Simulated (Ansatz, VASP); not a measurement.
## NbTe in VASP and in Ansatz

```xyz
2
Lattice="3.4257 0.0000 0.0000 0.0000 3.4257 0.0000 0.0000 0.0000 3.4257" Properties=species:S:1:pos:R:3 pbc="T T T"
Nb    1.7128    1.7128    1.7128
Te    0.0000    0.0000    0.0000
```

The cell was built by a generator and needn't be a form met in nature.

Alike in both runs: functional PBEsol; k mesh 8 × 8 × 8; occupations fermi-dirac, width 0.05 eV; no spin polarisation.

|  | VASP | Ansatz |
| --- | --- | --- |
| version | VASP 6.6.1 | Ansatz 0.2.0 |
| potentials or method | VASP PAW PBE potentials, release 64 (Nb_sv, Te) | Ansatz PAW |
| plane-wave cutoff (eV) | 520 | 420 |
| valence electrons in the cell | 19 | 29 |
| task | single point | band structure |

|  | VASP | Ansatz | Ansatz less VASP |
| --- | --- | --- | --- |
| gap on the k mesh at the Fermi level (eV) | none | none | - |
| pressure (GPa) | -5.2 | -5.1 | +0.05 |

A gap of «none» marks a metal or a gap that the smearing closes. The two sets of potentials don't hold the same shells in valence.

Caveats: the PAW data sets were made with another functional, which shifts forces and pressure a little (VASP); spin-orbit coupling is left out, which moves the levels of the heavy elements (Ansatz); the PAW data sets come from PBE, with cores solved anew for the run's functional, which leaves a small shift of forces and pressure (Ansatz). The runs have no spin-orbit coupling, so splittings on Te are missing.
